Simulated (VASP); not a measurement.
Set up this calculation in VASP 6.6.1, as the native input.

* Task: single point
* Functional: LDA
* Potentials or basis: VASP PAW LDA potentials, release 64 (Si, C, H)
* Cutoff: 520 eV
* k mesh: 4 × 4 × 1
* Occupations: gaussian, width 0.05 eV
* Spin: no spin polarisation
* Dipole correction: yes
* Further INCAR settings: LREAL = Auto; ALGO = Fast; EDIFF = 1e-06; NBANDS = 64

The structure of Si3H2C2 lies in POSCAR:

```
Si3H2C2
1.0
    6.1223116280      0.0000000000      0.0000000000
    0.0000000000      6.1223116280      0.0000000000
    0.0000000000      0.0000000000     18.0336064671
Si C H
12 8 8
Direct
    0.2500000000      0.2500000000      0.2691906584
    0.2500000000      0.7500000000      0.2691906584
    0.7500000000      0.2500000000      0.2691906584
    0.7500000000      0.7500000000      0.2691906584
    0.4965217185      0.5028185777      0.3950521945
    0.4965217185     -0.0028185777      0.3950521945
    0.0034789725      0.5028185006      0.3950522729
    0.0034789725     -0.0028185006      0.3950522729
    0.7500002091      0.7500000000      0.5119946688
    0.7500009238      0.2500000000      0.5129918173
    0.2499997472      0.7500000000      0.5453273249
    0.2500007522      0.2500000000      0.5231465148
    0.7500000000      0.5000000000      0.3292053881
    0.7500000000      0.0000000000      0.3292053881
    0.2500000000      0.5000000000      0.3292053881
    0.2500000000      0.0000000000      0.3292053881
    0.0081083024      0.7500000000      0.4558829361
    0.0046399940      0.2500000000      0.4525365048
    0.4918923019      0.7500000000      0.4558830786
    0.4953619665      0.2500000000      0.4525367134
    0.1018236707      0.2500000000      0.2043633518
    0.3981348503      0.2500000000      0.2043580857
    0.3981348503      0.7500000000      0.2043580857
    0.1018236707      0.7500000000      0.2043633518
    0.6018651497      0.2500000000      0.2043580857
    0.8981763293      0.2500000000      0.2043633518
    0.8981763293      0.7500000000      0.2043633518
    0.6018651497      0.7500000000      0.2043580857
```

The cell isn't the ideal one: Si20 moved +0.200 Å and Si19 +0.600 Å along the normal, the rest relaxed.

One way to write it, as run:

INCAR

```
SYSTEM = Si3H2C2
PREC = Accurate
ENCUT = 520
EDIFF = 1E-6
ISMEAR = 0
SIGMA = 0.05
LREAL = Auto
LASPH = .TRUE.
NELM = 100
ALGO = Fast
ISIF = 2
LWAVE = .FALSE.
LCHARG = .TRUE.
LDIPOL = .TRUE.
IDIPOL = 3
DIPOL = 0.5 0.5 0.340
GGA = CA
LELF = .TRUE.
LVHAR = .TRUE.
LVACPOTAV = .TRUE.
NBANDS = 64
```

KPOINTS

```
regular mesh
0
G
  4 4 1
  0 0 0
```

Potentials or basis: VASP PAW LDA potentials, release 64 (Si, C, H).

Run with:

```sh
$ cat potpaw_LDA.64/Si/POTCAR potpaw_LDA.64/C/POTCAR potpaw_LDA.64/H/POTCAR > POTCAR
$ mpirun -np 1 vasp_std > vasp.out
```

Results of the run:

- Largest force: 3.043 eV/Å
- Band gap on the k mesh: none (metal or under the smearing width)
- Work function of the upper face: 5.47 eV
- Work function of the lower face: 3.32 eV

Wall time 11 min on 1 thread of Intel(R) Xeon(R) Platinum 8259CL CPU @ 2.50GHz (Skylake/Cascade Lake) (shared host), peak memory 0.63 GiB.
